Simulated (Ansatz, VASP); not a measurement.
# Two plane-wave programs on KCaF3

```xyz
5
Lattice="4.4817 0.0000 0.0000 0.0000 4.4817 0.0000 0.0000 0.0000 4.4817" Properties=species:S:1:pos:R:3 pbc="T T T"
K     2.2409    2.2409    2.2409
Ca    0.0000    0.0000    0.0000
F     0.0000    2.2409    0.0000
F     0.0000    0.0000    2.2409
F     2.2409    0.0000    0.0000
```

The cell comes from a database or a generator and needn't be the stable form of this composition.

Alike in both runs: task single point; functional LDA; k mesh 6 × 6 × 6; occupations gaussian, width 0.05 eV; no spin polarisation.

|  | VASP | Ansatz |
| --- | --- | --- |
| version | VASP 6.6.1 | Ansatz 0.2.0 |
| potentials or method | VASP PAW LDA potentials, release 64 (K_sv, Ca_sv, F) | scalar-relativistic, plane waves, PAW |
| plane-wave cutoff (eV) | 520 | 420 |
| valence electrons in the cell | 40 | 40 |

VASP gave:

```
gap on the k mesh at the Fermi level (eV) : 5.79
least direct gap on the mesh (eV)         : 5.97
pressure (GPa)                            : -5.1
```

Question: Which values does Ansatz return?

Answer: gap on the k mesh at the Fermi level (eV): 5.81; least direct gap on the mesh (eV): 5.99; pressure (GPa): -5.3.

A k mesh can miss the band edges.
